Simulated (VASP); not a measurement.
Input:

```
CELL_PARAMETERS angstrom
      0.00000     2.79517     2.79517
      2.79517     0.00000     2.79517
      2.79517     2.79517     0.00000
ATOMIC_POSITIONS crystal
  Na 0.00000 0.00000 0.00000
  Cl 0.50000 0.50000 0.50000
```

Calculation: PBEsol GGA, VASP's PBE PAW potentials (set 64) (plane waves; VASP 6.6.1). Numerical set-up: 400 eV cut-off, Gaussian smearing of 0.050 eV, potentials Na_pv Cl.

Question: Give the energies of bands 5 to 10 at the high-symmetry points, in eV from the valence-band maximum.

Answer: 
```csv
band,Γ,X,U,L,W
5,0.00,-1.78,-1.51,-2.06,-1.27
6,0.00,-0.64,-1.19,-0.28,-1.27
7,0.00,-0.64,-0.53,-0.28,-0.81
8,5.03,7.51,8.15,7.12,8.86
9,11.02,7.86,8.98,10.71,9.60
10,11.02,11.31,10.51,10.92,9.60
```

The gap is direct, 5.03 eV, from the valence maximum at Γ to the conduction minimum at Γ.

The structure was generated: NaCl was put into the rock salt type (Fm-3m), which need not be its known phase. It was relaxed first, which changed the volume by -10 %.
